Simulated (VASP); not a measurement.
## HfGe (relaxed from the CsCl structure, space group Pm-3m): computed properties

These are r2SCAN meta-GGA, VASP's PBE PAW potentials (set 64) (plane waves; VASP 6.6.1) values and carry that method's errors.

For HfGe, the space group is Pm-3m (221), the cell comes out as a = b = c = 3.3212 Å, α = β = γ = 90.00° and the volume per atom is 18.32 Å³/atom. The band gap (over mesh and band path) is none (metal, semimetal or under 0.01 eV) and the band gap with spin-orbit coupling is none (metallic). The density comes out as 11.38 g/cm³.

```cif
data_GeHf
_chemical_formula_sum 'Hf1 Ge1'
_space_group_name_H-M_alt 'P 1'
_space_group_IT_number 1
_cell_length_a 3.32123
_cell_length_b 3.32123
_cell_length_c 3.32123
_cell_angle_alpha 90.000
_cell_angle_beta 90.000
_cell_angle_gamma 90.000
loop_
_space_group_symop_operation_xyz
  'x, y, z'
loop_
_atom_site_label
_atom_site_type_symbol
_atom_site_fract_x
_atom_site_fract_y
_atom_site_fract_z
_atom_site_occupancy
Hf1 Hf 0.00000 0.00000 0.00000 1
Ge1 Ge 0.50000 0.50000 0.50000 1
```

Unless said otherwise, spin-orbit coupling is left out, though it shifts the bands of the heavy elements here.

The structure was generated: HfGe was put into the CsCl type (Pm-3m), which need not be its known phase. It was relaxed first. Symmetry was kept, so distortions that lower it aren't found.
